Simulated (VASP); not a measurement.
Input:

```xyz
3
Lattice="1.5155 -2.6249 0.0000 1.5155 2.6249 0.0000 0.0000 0.0000 3.2282" Properties=species:S:1:pos:R:3 pbc="T T T"
Ti     0.0000     0.0000     0.0000
B      1.5155     0.8750     1.6141
B      1.5155    -0.8750     1.6141
```

Computed with PBE GGA, VASP's PBE PAW potentials (set 64) (plane waves; VASP 6.6.1). Settings: 600 eV cut-off, 10×10×10 Γ-centred mesh, first-order Methfessel-Paxton smearing of 0.10 eV, potentials Ti_sv B.

Each relaxation starts from this cell; other phases were not tried.

Task: The cell is relaxed at 15 GPa. What happens?

Result: The volume per atom goes from 8.56 to 8.11 Å³ (-5.3 %), and the cell becomes a = b = 2.9844 Å, c = 3.1544 Å, α = β = 90.00°, γ = 120.00°, space group P6/mmm.

Failed runs are left out, and for metals the shear rows, which the mesh's noise covers.

The compound is TiB2 in the AlB2 type structure.
